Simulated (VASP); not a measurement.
Here is the system:

```yaml
crystal:
  lattice:
    - [0.00000, 3.19178, 3.19178]
    - [3.19178, 0.00000, 3.19178]
    - [3.19178, 3.19178, 0.00000]
  atoms:
    - { symbol: Hg, position: [0.00000, 0.00000, 0.00000] }
    - { symbol: Te, position: [0.25000, 0.25000, 0.25000] }
```

Method: PBEsol GGA, VASP's PBE PAW potentials (set 64) (plane waves; VASP). Settings: 520 eV cut-off, 10×10×10 Γ-centred mesh, first-order Methfessel-Paxton smearing of 0.10 eV, potentials Hg Te.

Unless said otherwise, spin-orbit coupling is left out, though it shifts the bands of the heavy elements here.

What does the run give for the energy per atom (σ→0), pressure, band gap (on the k-mesh) with the smallest direct gap where there is one?

- band gap (on the k-mesh): none (metal, semimetal or under 0.01 eV)
- energy per atom (σ→0): -2.170 eV/atom
- pressure: 3.01 GPa

The absolute energy has meaning only against runs of the same code, potentials and settings.

The compound is HgTe in the zinc blende structure. This cell is one point of a volume scan, at 0.94 of the reference volume.
